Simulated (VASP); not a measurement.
## Be4TeSe3: single point with r2SCAN

Crystal: Be4TeSe3.

```xyz
8
Lattice="5.3091 0.0000 0.0000 0.0000 5.3091 0.0000 0.0000 0.0000 5.3091" Properties=species:S:1:pos:R:3 pbc="T T T"
Be    1.2751    1.2751    1.2751
Be    4.0340    4.0340    1.2751
Be    4.0340    1.2751    4.0340
Be    1.2751    4.0340    4.0340
Te    2.6545    2.6545    2.6545
Se    2.6545    0.0000    0.0000
Se    0.0000    2.6545    0.0000
Se    0.0000    0.0000    2.6545
```

The cell was built by a generator and needn't be a form met in nature.

```
Program                : VASP 6.6.1
Task                   : single point
Functional             : r2SCAN
Potentials or basis    : VASP PAW PBE potentials, release 64 (Be, Te, Se)
Cutoff                 : 520 eV
k mesh                 : 6 × 6 × 6
Occupations            : gaussian, width 0.03 eV
Spin                   : no spin polarisation
Further INCAR settings : ALGO = Normal; EDIFF = 1e-06
```

* Pressure: -0.5 GPa
* Largest force: 0.006 eV/Å
* Band gap on the k mesh: 2.51 eV, direct

Forces on the atoms (eV/Å):
```
Be  -0.003 -0.003 -0.003
Be   0.003  0.003 -0.003
Be   0.003 -0.003  0.003
Be  -0.003  0.003  0.003
Te   0.000  0.000  0.000
Se   0.000  0.000  0.000
Se   0.000  0.000  0.000
Se   0.000  0.000  0.000
```

Levels at points of the mesh, in eV from the valence-band top:
```
           k point  band 13  band 14  band 15  band 16  band 17  band 18  band 19  band 20
(0.00, 0.00, 0.00)    -2.67     0.00     0.00     0.00     2.51     2.88     2.88     4.11
(0.50, 0.00, 0.00)    -2.07    -2.07    -1.34    -1.34     3.67     4.00     5.49     5.84
(0.50, 0.50, 0.00)    -1.77    -1.50    -0.86    -0.86     4.94     4.96     4.96     5.61
(0.50, 0.50, 0.50)    -1.45    -0.56    -0.56    -0.56     4.06     4.06     4.06     5.30
```

Run time: 86 s on 2 MPI ranks on Intel(R) Xeon(R) Platinum 8559C (Emerald Rapids), with other jobs on the host, peak memory 0.29 GiB a rank.

Caveat: the PAW data sets were made with another functional, which shifts forces and pressure a little; spin-orbit coupling is left out, which moves the levels of the heavy elements. A k mesh can miss the band edges.
